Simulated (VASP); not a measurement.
# Ir$_{3}$Pd (ordered alloy cell): computed properties

Computed with PBEsol GGA, VASP's PBE PAW potentials (set 64) (plane waves; VASP).

```
Item                                                                                                    Value
----------------------------------  -------------------------------------------------------------------------
space group                                                                                         Cmmm (65)
cell                                a = 5.419 Å, b = 7.667 Å, c = 2.723 Å, α = 90.00°, β = 90.00°, γ = 90.00°
volume per atom                                                                                14.14 Å^3/atom
band gap (over mesh and band path)                                   none (metal, semimetal or under 0.01 eV)
density                                                                                           20.05 g/cm³
```

Ir3Pd has the orthorhombic space group Cmmm (No. 65), Pearson symbol oS8. Lattice parameters: a = 5.419 Å, b = 7.667 Å, c = 2.723 Å, α = 90.00°, β = 90.00°, γ = 90.00°. Pd on 2a sees 10 Ir at 2.710–2.713 Å and 2 Pd at 2.723 Å (cuboctahedral). Ir1 on 4f has 8 Ir at 2.710–2.723 Å and 4 Pd at 2.713 Å (cuboctahedral). Ir2 on 2b sees 2 Pd at 2.710 Å and 10 Ir at 2.713–2.723 Å (cuboctahedral). (Neighbours: up to the widest gap in distance over summed covalent radii, below 1.35, at either atom.)
(The calculation used a cell of 4 atoms; values per cell refer to that cell.)

Unless said otherwise, spin-orbit coupling is left out, though it shifts the bands of the heavy elements here.

The structure was generated: Ir3Pd was put into an ordered model structure (Cmmm), which need not be its known phase. It was relaxed first. Symmetry was kept, so distortions that lower it aren't found. The electron count is odd and the run is not spin-polarised, which forces a metal.
